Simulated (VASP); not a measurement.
Method: optB86b-vdW, VASP's PBE PAW potentials (set 64) (plane waves; VASP).

VASP ran on this input.

### KPOINTS
```
Automatic mesh
0
Gamma
7 7 4
0 0 0
```

POSCAR:
```
ZnO
1.0
  1.6218615238  -2.8091469972   0.0000000000
  1.6218615238   2.8091469972   0.0000000000
  0.0000000000   0.0000000000   5.2012397888
Zn O
2 2
Cart
  1.6218615238  -0.9363842052   2.6015050575
  1.6218615238   0.9363842052   0.0008851631
  1.6218615238  -0.9363842052   4.5866083306
  1.6218615238   0.9363842052   1.9859884362
```

### INCAR
```
SYSTEM = ZnO
PREC = Accurate; ENCUT = 520; LREAL = .FALSE.
LASPH = .TRUE.
EDIFF = 1E-6; NELM = 100; ALGO = Normal
LMAXMIX = 4
ISMEAR = 0; SIGMA = 0.05
GGA = MK; LUSE_VDW = .TRUE.; AGGAC = 0.0
PARAM1 = 0.1234; PARAM2 = 1.0
IBRION = 2; NSW = 60; ISIF = 3
EDIFFG = -0.02
LWAVE = .FALSE.; LCHARG = .FALSE.
```

POTCAR, in this order: Zn O (PBE.64 set). Program: vasp_std.

Energy and stress use the plane-wave basis of the starting cell.

**Question.** Predict the energy per atom (σ→0), volume per atom.

**Answer.** 
| Property | Result |
|---|---|
| energy per atom (σ→0) | -2206 meV/atom |
| volume per atom | 12.10 Å^3/atom |

### OSZICAR
```
...
   5 F= -.88238624E+01 E0= -.88238624E+01  d E =-.224076E-03
       N       E                     dE             d eps       ncg     rms          rms(c)
DAV:   1    -0.882712516022E+01   -0.32628E-02   -0.34818E-01  1056   0.484E+00    0.387E-01
DAV:   2    -0.882540605358E+01    0.17191E-02   -0.64102E-03  1250   0.127E+00    0.233E-01
DAV:   3    -0.882423055235E+01    0.11755E-02   -0.10526E-03  1492   0.556E-01    0.255E-02
DAV:   4    -0.882425119071E+01   -0.20638E-04   -0.27732E-04  1068   0.158E-01    0.139E-02
DAV:   5    -0.882425164015E+01   -0.44944E-06   -0.79565E-06  1194   0.318E-02
   6 F= -.88242516E+01 E0= -.88242516E+01  d E =-.613310E-03
```

The compound is ZnO in the wurtzite structure. This run relaxes it. Symmetry was kept, so distortions that lower it aren't found. The start is the result of an earlier pass.
